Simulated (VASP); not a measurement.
Method: PBE GGA, VASP's PBE PAW potentials (set 64) (plane waves; VASP).

The input files of a VASP run:

POSCAR:
```
SnSi62
1
   10.9370747000     0.0000000000     0.0000000000
    0.0000000000    10.9370747000     0.0000000000
   -0.0000000000    -0.0000000000    10.9370747000
Si Sn
62 1
Direct
  0.4972950000   0.0000100000  -0.0000230000
  0.6229770000   0.1230230000   0.1234450000
  0.7495500000   0.2486090000  -0.0022980000
  0.8741470000   0.3731590000   0.1270910000
  0.7524910000  -0.0025480000   0.2511000000
  0.8754020000   0.1271990000   0.3759220000
  0.0002640000   0.0011180000  -0.0006270000
  0.1260740000   0.1267950000   0.1248100000
  0.2524330000   0.2516780000   0.0026700000
  0.3731750000   0.3751160000   0.1274610000
  0.5008260000   0.5019930000   0.0026010000
  0.6232630000   0.6235810000   0.1270630000
  0.7522440000   0.7514270000  -0.0008460000
  0.8747990000   0.8756110000   0.1249790000
  0.2498780000  -0.0003560000   0.2520460000
  0.3732730000   0.1260370000   0.3761240000
  0.5023490000   0.2474560000   0.2508130000
  0.7474510000   0.4981750000   0.2516270000
  0.8731360000   0.6230040000   0.3741880000
  0.4999140000   0.0010920000   0.5016640000
  0.6237120000   0.1272620000   0.6223640000
  0.7493100000   0.2483410000   0.4991320000
  0.8746910000   0.3749900000   0.6245270000
  0.7484220000  -0.0015650000   0.7485210000
  0.8762650000   0.1245360000   0.8754630000
 -0.0000310000   0.4996140000   0.0012970000
  0.1253110000   0.6239100000   0.1276010000
  0.2484800000   0.7480050000   0.0006350000
  0.3749550000   0.8732500000   0.1228420000
  0.0002190000   0.2488360000   0.2478070000
  0.1249480000   0.3757300000   0.3724480000
  0.2500010000   0.4977000000   0.2516090000
  0.3764250000   0.6236870000   0.3727950000
  0.5023050000   0.7500960000   0.2479760000
  0.6228600000   0.8768870000   0.3752550000
 -0.0013200000   0.0004190000   0.4989720000
  0.1266110000   0.1249620000   0.6275690000
  0.2501120000   0.2522260000   0.4986180000
  0.3751190000   0.3750320000   0.6267290000
  0.6226420000   0.6268570000   0.6266810000
  0.7494830000   0.7474390000   0.5014760000
  0.8759880000   0.8773140000   0.6253320000
  0.2525840000  -0.0010580000   0.7491100000
  0.3762750000   0.1261120000   0.8762450000
  0.5021760000   0.2511970000   0.7510060000
  0.6268950000   0.3758020000   0.8739100000
  0.7518160000   0.4985900000   0.7511260000
  0.8751980000   0.6243420000   0.8732250000
  0.0021310000   0.7476810000   0.2516770000
  0.1260130000   0.8747900000   0.3759060000
 -0.0012010000   0.5019970000   0.4982240000
  0.1254400000   0.6247990000   0.6259570000
  0.2498680000   0.7525000000   0.5019510000
  0.3772010000   0.8723790000   0.6231020000
 -0.0001280000   0.2512970000   0.7492060000
  0.1253560000   0.3724890000   0.8757760000
  0.2510010000   0.4994240000   0.7479930000
  0.3745390000   0.6263170000   0.8754660000
  0.5021180000   0.7504350000   0.7482210000
  0.6255070000   0.8725360000   0.8763450000
 -0.0016510000   0.7522350000   0.7498540000
  0.1246780000   0.8729900000   0.8767000000
  0.5007630000   0.4997880000   0.4975310000
```

### KPOINTS
```
Automatic
0
G
 1 1 1
0 0 0
```

### INCAR
```
SYSTEM = SnSi62
PREC = Normal
ENCUT = 400
EDIFF = 1E-5
NELM = 100
ALGO = Fast
LREAL = Auto
LASPH = .TRUE.
ISMEAR = 0
SIGMA = 0.05
GGA = PE
LMAXMIX = 4
LWAVE = .FALSE.
LCHARG = .FALSE.
NELMIN = 4
ISYM = 0
NELECT = 251.0
ISPIN = 2
NUPDOWN = 1
MAGMOM = 63*0.0159
IBRION = 2
ISIF = 2
NSW = 60
EDIFFG = -0.03
```

POTCAR, in this order: Si Sn (PBE.64 set). Program: vasp_gam.

Output of the run:

**OSZICAR**
```
...
RMM:   5    -0.337075162078E+03   -0.26805E-04   -0.30091E-04   663   0.399E-02    0.220E-02
RMM:   6    -0.337075167579E+03   -0.55010E-05   -0.62710E-05   519   0.181E-02
  13 F= -.33707517E+03 E0= -.33706109E+03  d E =-.303786E-01  mag=     1.0000
       N       E                     dE             d eps       ncg     rms          rms(c)
DAV:   1    -0.337082586043E+03   -0.74240E-02   -0.40407E+00   648   0.333E+00    0.745E-01
RMM:   2    -0.337097532400E+03   -0.14946E-01   -0.18932E-01   632   0.834E-01    0.326E-01
RMM:   3    -0.337100650261E+03   -0.31179E-02   -0.36619E-02   652   0.385E-01    0.159E-01
RMM:   4    -0.337101064290E+03   -0.41403E-03   -0.54443E-03   667   0.168E-01    0.990E-02
RMM:   5    -0.337101154585E+03   -0.90296E-04   -0.10252E-03   686   0.748E-02    0.424E-02
RMM:   6    -0.337101174084E+03   -0.19499E-04   -0.22748E-04   631   0.339E-02    0.213E-02
RMM:   7    -0.337101177250E+03   -0.31660E-05   -0.51109E-05   487   0.156E-02
  14 F= -.33710118E+03 E0= -.33708708E+03  d E =-.563882E-01  mag=     1.0000
       N       E                     dE             d eps       ncg     rms          rms(c)
DAV:   1    -0.337117600497E+03   -0.16426E-01   -0.28026E-01   720   0.926E-01    0.248E-01
RMM:   2    -0.337118813589E+03   -0.12131E-02   -0.15392E-02   632   0.247E-01    0.960E-02
RMM:   3    -0.337119025994E+03   -0.21240E-03   -0.27909E-03   649   0.114E-01    0.439E-02
RMM:   4    -0.337119060380E+03   -0.34386E-04   -0.46373E-04   662   0.504E-02    0.270E-02
RMM:   5    -0.337119067951E+03   -0.75717E-05   -0.10047E-04   620   0.234E-02    0.123E-02
RMM:   6    -0.337119069446E+03   -0.14951E-05   -0.18611E-05   400   0.106E-02
  15 F= -.33711907E+03 E0= -.33710498E+03  d E =-.178922E-01  mag=     1.0000
       N       E                     dE             d eps       ncg     rms          rms(c)
DAV:   1    -0.337126946406E+03   -0.78785E-02   -0.11900E+00   648   0.190E+00    0.511E-01
RMM:   2    -0.337132033119E+03   -0.50867E-02   -0.64862E-02   632   0.507E-01    0.197E-01
RMM:   3    -0.337132949675E+03   -0.91656E-03   -0.11907E-02   647   0.234E-01    0.905E-02
RMM:   4    -0.337133084098E+03   -0.13442E-03   -0.18571E-03   672   0.103E-01    0.562E-02
RMM:   5    -0.337133113129E+03   -0.29031E-04   -0.39732E-04   681   0.469E-02    0.251E-02
RMM:   6    -0.337133119587E+03   -0.64583E-05   -0.77036E-05   575   0.204E-02
  16 F= -.33713312E+03 E0= -.33711907E+03  d E =-.319423E-01  mag=     1.0000
       N       E                     dE             d eps       ncg     rms          rms(c)
DAV:   1    -0.337143267200E+03   -0.10154E-01   -0.50799E-01   672   0.124E+00    0.324E-01
RMM:   2    -0.337145282362E+03   -0.20152E-02   -0.27003E-02   632   0.325E-01    0.128E-01
RMM:   3    -0.337145658350E+03   -0.37599E-03   -0.48664E-03   649   0.150E-01    0.582E-02
RMM:   4    -0.337145720753E+03   -0.62403E-04   -0.80732E-04   673   0.660E-02    0.372E-02
RMM:   5    -0.337145731614E+03   -0.10860E-04   -0.15433E-04   655   0.291E-02    0.174E-02
RMM:   6    -0.337145733601E+03   -0.19873E-05   -0.29958E-05   437   0.130E-02
  17 F= -.33714573E+03 E0= -.33713169E+03  d E =-.126140E-01  mag=     1.0000
       N       E                     dE             d eps       ncg     rms          rms(c)
DAV:   1    -0.337146735265E+03   -0.10037E-02   -0.92842E-02   720   0.529E-01    0.138E-01
RMM:   2    -0.337147103504E+03   -0.36824E-03   -0.49156E-03   632   0.139E-01    0.544E-02
RMM:   3    -0.337147172461E+03   -0.68957E-04   -0.88967E-04   649   0.642E-02    0.250E-02
RMM:   4    -0.337147183822E+03   -0.11361E-04   -0.14773E-04   656   0.283E-02    0.156E-02
RMM:   5    -0.337147185749E+03   -0.19270E-05   -0.27281E-05   414   0.127E-02
  18 F= -.33714719E+03 E0= -.33713314E+03  d E =-.140662E-01  mag=     1.0000
       N       E                     dE             d eps       ncg     rms          rms(c)
DAV:   1    -0.337152723909E+03   -0.55401E-02   -0.15116E-01   672   0.704E-01    0.185E-01
RMM:   2    -0.337153342722E+03   -0.61881E-03   -0.79152E-03   632   0.183E-01    0.733E-02
RMM:   3    -0.337153443199E+03   -0.10048E-03   -0.14493E-03   647   0.849E-02    0.331E-02
RMM:   4    -0.337153463168E+03   -0.19969E-04   -0.26349E-04   677   0.379E-02    0.202E-02
RMM:   5    -0.337153466895E+03   -0.37269E-05   -0.47818E-05   505   0.167E-02
  19 F= -.33715347E+03 E0= -.33713939E+03  d E =-.628115E-02  mag=     1.0000
       N       E                     dE             d eps       ncg     rms          rms(c)
DAV:   1    -0.337154942537E+03   -0.14794E-02   -0.10881E-01   672   0.596E-01    0.156E-01
RMM:   2    -0.337155391418E+03   -0.44888E-03   -0.57080E-03   632   0.156E-01    0.620E-02
RMM:   3    -0.337155466893E+03   -0.75475E-04   -0.10546E-03   647   0.725E-02    0.287E-02
RMM:   4    -0.337155481188E+03   -0.14295E-04   -0.18944E-04   666   0.325E-02    0.167E-02
RMM:   5    -0.337155484351E+03   -0.31630E-05   -0.37612E-05   449   0.148E-02
  20 F= -.33715548E+03 E0= -.33714140E+03  d E =-.829860E-02  mag=     1.0000
       N       E                     dE             d eps       ncg     rms          rms(c)
DAV:   1    -0.337158408865E+03   -0.29277E-02   -0.14095E-01   672   0.677E-01    0.171E-01
RMM:   2    -0.337158948281E+03   -0.53942E-03   -0.67402E-03   632   0.173E-01    0.702E-02
RMM:   3    -0.337159036660E+03   -0.88379E-04   -0.12236E-03   646   0.798E-02    0.327E-02
RMM:   4    -0.337159052486E+03   -0.15826E-04   -0.22108E-04   669   0.357E-02    0.182E-02
RMM:   5    -0.337159056103E+03   -0.36171E-05   -0.41338E-05   473   0.158E-02
  21 F= -.33715906E+03 E0= -.33714498E+03  d E =-.357175E-02  mag=     1.0000
       N       E                     dE             d eps       ncg     rms          rms(c)
DAV:   1    -0.337159109448E+03   -0.56962E-04   -0.11226E-01   688   0.604E-01    0.152E-01
RMM:   2    -0.337159542500E+03   -0.43305E-03   -0.53866E-03   632   0.155E-01    0.624E-02
RMM:   3    -0.337159614702E+03   -0.72201E-04   -0.98223E-04   646   0.716E-02    0.297E-02
RMM:   4    -0.337159627145E+03   -0.12443E-04   -0.17502E-04   668   0.321E-02    0.161E-02
RMM:   5    -0.337159630428E+03   -0.32835E-05   -0.36051E-05   439   0.145E-02
  22 F= -.33715963E+03 E0= -.33714556E+03  d E =-.414608E-02  mag=     1.0000
       N       E                     dE             d eps       ncg     rms          rms(c)
DAV:   1    -0.337161397109E+03   -0.17700E-02   -0.11077E-01   632   0.589E-01    0.134E-01
RMM:   2    -0.337161734232E+03   -0.33712E-03   -0.44724E-03   632   0.137E-01    0.593E-02
RMM:   3    -0.337161799791E+03   -0.65558E-04   -0.88110E-04   650   0.643E-02    0.275E-02
RMM:   4    -0.337161813200E+03   -0.13410E-04   -0.16373E-04   667   0.292E-02    0.143E-02
RMM:   5    -0.337161815755E+03   -0.25544E-05   -0.27982E-05   411   0.131E-02
  23 F= -.33716182E+03 E0= -.33714774E+03  d E =-.218533E-02  mag=     1.0000
       N       E                     dE             d eps       ncg     rms          rms(c)
DAV:   1    -0.337162096220E+03   -0.28302E-03   -0.28383E-02   704   0.298E-01    0.667E-02
RMM:   2    -0.337162183508E+03   -0.87288E-04   -0.11501E-03   632   0.700E-02    0.297E-02
RMM:   3    -0.337162200842E+03   -0.17334E-04   -0.22849E-04   649   0.328E-02    0.142E-02
RMM:   4    -0.337162204184E+03   -0.33420E-05   -0.41340E-05   448   0.150E-02
  24 F= -.33716220E+03 E0= -.33714812E+03  d E =-.257376E-02  mag=     1.0000
       N       E                     dE             d eps       ncg     rms          rms(c)
DAV:   1    -0.337163356607E+03   -0.11558E-02   -0.32694E-02   672   0.341E-01    0.969E-02
RMM:   2    -0.337163523610E+03   -0.16700E-03   -0.18984E-03   632   0.970E-02    0.361E-02
RMM:   3    -0.337163543161E+03   -0.19551E-04   -0.32500E-04   640   0.448E-02    0.161E-02
RMM:   4    -0.337163547175E+03   -0.40139E-05   -0.62696E-05   582   0.201E-02
  25 F= -.33716355E+03 E0= -.33714946E+03  d E =-.134299E-02  mag=     1.0000
```

### OUTCAR
```
------------------------ aborting loop because EDIFF is reached ----------------------------------------
  FORCE on cell =-STRESS in cart. coord.  units (eV):
  Direction    XX          YY          ZZ          XY          YZ          ZX
  --------------------------------------------------------------------------------------
  Total       -8.7671912     -8.7896192     -8.8263960      4.8855867     -4.8007994      4.8349134
  in kB      -10.7366186    -10.7640848    -10.8091229      5.9830657     -5.8792321      5.9210093
  external PRESSURE =     -10.7699421 kB  Pullay stress =       0.0000000 kB
  volume of cell :     1308.29
      direct lattice vectors                 reciprocal lattice vectors
    10.937074700  0.000000000  0.000000000     0.091432127  0.000000000  0.000000000
     0.000000000 10.937074700  0.000000000     0.000000000  0.091432127  0.000000000
     0.000000000  0.000000000 10.937074700     0.000000000  0.000000000  0.091432127
 POSITION                                       TOTAL-FORCE (eV/Angst)
 -----------------------------------------------------------------------------------
      5.45724      0.02075      0.02366         0.002022      0.004499      0.004882
      6.80291      1.44240      1.44418         0.005986     -0.002232     -0.000717
      8.17742      2.76143      0.04250        -0.010062      0.009813      0.001755
      9.49763      4.13399      1.44390        -0.002843     -0.002038     -0.000186
      8.17528      0.03870      2.76329        -0.007142     -0.000269      0.005961
      9.49542      1.44015      4.13589         0.000554     -0.000118     -0.000790
     10.92785      0.00890      0.01312         0.003873     -0.004498     -0.005501
      1.32494      1.38616      1.39120         0.016671      0.004330      0.000919
      2.70437      2.71963      0.00473         0.010479      0.010922     -0.001874
      4.06375      4.11215      1.35755         0.005686      0.009670      0.000898
      5.46136      5.47362      0.00873        -0.000199      0.006928     -0.000470
      6.82358      6.87011      1.35810        -0.007123     -0.003112      0.002438
      8.21504      8.23099      0.00489        -0.005064     -0.012910      0.001059
      9.54931      9.61129      1.38958        -0.008236     -0.011257      0.005313
      2.70669      0.00149      2.72378         0.008498      0.003051      0.011089
      4.06580      1.35453      4.11639         0.006295      0.004922      0.002691
      5.37800      2.81069      2.81312        -0.009702     -0.009676     -0.006641
      8.13037      5.55898      2.81225        -0.000212      0.012102     -0.004567
      9.58368      6.87206      4.11684        -0.009655     -0.005664      0.002019
      5.46246      0.00465      5.47760        -0.005846     -0.001720      0.005465
      6.82331      1.35353      6.87528        -0.003602     -0.000841     -0.010422
      8.12757      2.80600      5.56213         0.001012      0.004157      0.002303
      9.57965      4.11259      6.87415        -0.000465      0.005803     -0.003677
      8.21741      0.00213      8.23489        -0.011063      0.001013     -0.012129
      9.55075      1.38714      9.61510        -0.004877      0.008698     -0.011733
     10.91816      5.48081      0.02407        -0.005325     -0.007878     -0.000629
      1.35163      6.86562      1.36091         0.001117      0.002297     -0.003554
      2.73835      8.19929     10.91783         0.007337     -0.008652     -0.002138
      4.07200      9.58596      1.36001         0.006626     -0.000325      0.002747
     10.89763      2.76019      2.76409         0.000779      0.006716      0.010608
      1.35441      4.10803      4.11345         0.000099      0.010085      0.007255
      2.70182      5.47065      2.71632         0.000367      0.003690      0.007194
      4.14802      6.78790      4.02170         0.008724     -0.011492      0.013415
      5.46619      8.23391      2.71592        -0.007443      0.002089      0.012140
      6.82864      9.58152      4.11389        -0.011534      0.000273      0.000075
     10.91713      0.02156      5.48351        -0.000448     -0.003696     -0.001251
      1.35207      1.35767      6.86802        -0.002323      0.002852      0.005025
      2.70422      2.71327      5.47548         0.005388      0.006413      0.007283
      4.15411      4.01930      6.79005        -0.001952      0.005926     -0.006394
      6.91723      6.78689      6.78811        -0.008860     -0.004718     -0.001896
      8.22621      8.23528      5.47576        -0.006361     -0.008089      0.003391
      9.58091      9.58698      6.86940         0.001566     -0.005238     -0.002373
      2.73733     10.91379      8.20271         0.007846      0.004851     -0.009512
      4.07099      1.35645      9.58939         0.002533      0.000250     -0.001027
      5.46633      2.71100      8.23854        -0.005539      0.011920     -0.001299
      6.82730      4.10930      9.58586        -0.004675      0.002093     -0.000991
      8.22241      5.47178      8.23709        -0.003764      0.002410     -0.001175
      9.57840      6.86406      9.59023        -0.000116     -0.000770     -0.002817
     10.93517      8.23168      2.72312         0.000619     -0.010818      0.012749
      1.36782      9.56935      4.11033         0.005736     -0.008945      0.008471
     10.93043      5.47279      5.47791         0.010163      0.009231      0.006881
      1.38633      6.82360      6.82890         0.004502     -0.002487     -0.001506
      2.78525      8.14919      5.45801         0.003795     -0.000885      0.003269
      4.11135      9.54877      6.82775         0.000192     -0.003241     -0.003318
     10.93462      2.72094      8.23315         0.003043      0.008451     -0.007483
      1.36805      4.10778      9.57104         0.005985      0.009010     -0.009016
      2.78919      5.45385      8.15243        -0.003122      0.006775     -0.001553
      4.11307      6.82586      9.55158        -0.002967     -0.006313      0.003116
      5.48367      8.15033      8.15213        -0.008552     -0.001798     -0.004660
      6.82930      9.56945      9.57131        -0.011450     -0.006459     -0.005910
      0.02128      8.19823      8.20410         0.002480     -0.006381     -0.010148
      1.35958      9.57649      9.58058         0.011747     -0.013946     -0.003833
      6.11226      4.82366      4.82453         0.018799     -0.014777     -0.009223
 -----------------------------------------------------------------------------------
    total drift:                                0.010710      0.004701      0.018631
  FREE ENERGIE OF THE ION-ELECTRON SYSTEM (eV)
  ---------------------------------------------------
  free  energy   TOTEN  =      -337.1635471746 eV

  energy  without entropy=     -337.1353688816  energy(sigma->0) =     -337.14945803

 reached required accuracy - stopping structural energy minimisation
```
(Selected blocks of OUTCAR.)

**CONTCAR**
```
SnSi62
   1.00000000000000
    10.9370747000000001    0.0000000000000000    0.0000000000000000
     0.0000000000000000   10.9370747000000001    0.0000000000000000
     0.0000000000000000    0.0000000000000000   10.9370747000000001
  Si              Sn
    62     1
Direct
     0.4989670728002253    0.0018968983395381    0.0021632906010776
     0.6220048503298428    0.1318818077661127    0.1320448829193656
     0.7476789010204442    0.2524829797421248    0.0038862684487172
     0.8683884780691621    0.3779798748538354    0.1320189275287172
     0.7474833458079265    0.0035387091835859    0.2526535230989370
     0.8681860970620415    0.1316762504438957    0.3781529341380678
     0.9991561532043859    0.0008137481805870    0.0011997520056962
     0.1211421293746593    0.1267393496497519    0.1272006517723361
     0.2472667000666914    0.2486614018576518    0.0004325870687286
     0.3715570261160507    0.3759825934382829    0.1241235335222817
     0.4993435331050640    0.5004642814740333    0.0007981053165062
     0.6238948417766834    0.6281491783149992    0.1241739634987102
     0.7511184314426896    0.7525769850681796    0.0004469377672443
     0.8731140092363014    0.8787803507673030    0.1270525639891047
     0.2474785087402738    0.0001359607287117    0.2490410795701656
     0.3717443225075691    0.1238480125404152    0.3763703105336476
     0.4917224180829577    0.2569876407134243    0.2572099352112915
     0.7433767238166255    0.5082697333884679    0.2571300770160344
     0.8762565475078488    0.6283269741348090    0.3764112847578638
     0.4994446247177763    0.0004251714571513    0.5008289510698728
     0.6238697282197385    0.1237559822890536    0.6286212449652070
     0.7431205728404610    0.2565581187129548    0.5085570556762785
     0.8758873563128968    0.3760230211741288    0.6285181666867566
     0.7513356159957771    0.0001947472799061    0.7529337147711718
     0.8732457290906677    0.1268292595326244    0.8791288515448599
     0.9982706334950749    0.5011222679145524    0.0022008818868503
     0.1235824251960383    0.6277384548203554    0.1244305495248149
     0.2503735043333438    0.7496785634115642    0.9982403815188102
     0.3723118160022226    0.8764650560402687    0.1243485711446239
     0.9963930302328902    0.2523704195463259    0.2527268954390681
     0.1238366837627068    0.3756061228260620    0.3761016150451869
     0.2470332574376664    0.5001931597927458    0.2483587823760648
     0.3792626497974445    0.6206322119247089    0.3677122576127131
     0.4997857444891703    0.7528435679860548    0.2483227898782228
     0.6243573051288045    0.8760588787282986    0.3761418376355489
     0.9981763470543390    0.0019716870062171    0.5013687775906102
     0.1236224409448975    0.1241346035403190    0.6279581061625008
     0.2472527757085768    0.2480796145726586    0.5006352248425568
     0.3798191828458723    0.3674932657490491    0.6208283468672580
     0.6324568621161138    0.6205398104178717    0.6206510867207122
     0.7521396799849858    0.7529692997805785    0.5006601927530138
     0.8760033294008365    0.8765576351858145    0.6280837187413401
     0.2502801838109470    0.9978707457801385    0.7499910831901182
     0.3722193775283549    0.1240235583520310    0.8767786214791169
     0.4997980033587491    0.2478727356549343    0.7532671069772415
     0.6242349732460999    0.3757222724996030    0.8764554666890584
     0.7517924985507149    0.5002963000571055    0.7531346162438813
     0.8757738096599236    0.6275960368296126    0.8768555264640095
     0.9998261505101961    0.7526403378727968    0.2489805266431788
     0.1250630462436535    0.8749460828489320    0.3758161671305753
     0.9993922405380954    0.5003889571031183    0.5008572112353853
     0.1267546777915794    0.6238959406387311    0.6243812218571431
     0.2546612284680154    0.7450978960419646    0.4990376223041779
     0.3759090412142693    0.8730645100651835    0.6242761217842971
     0.9997759077254731    0.2487817707896315    0.7527741126863754
     0.1250833662307930    0.3755833985910492    0.8751002614443685
     0.2550220102896633    0.4986570407712246    0.7453941673248534
     0.3760666264586492    0.6241024414876768    0.8733212023866032
     0.5013835678562767    0.7452017317668598    0.7453669520237558
     0.6244174874252822    0.8749551090530708    0.8751253488717405
     0.0019457656643043    0.7495819702533525    0.7501179817328085
     0.1243092842912735    0.8755992812995173    0.8759729597115214
     0.5588573679619339    0.4410372319684893    0.4411171126012445
```

The cell is charged, with a uniform compensating background. The supercell is sampled at Γ alone, which is coarse: total energies, pressure and levels can be off, energies of defects by several tenths of an eV.

The cell is a supercell with a defect, built from Si (diamond): Sn into a Si vacancy, charge +1.
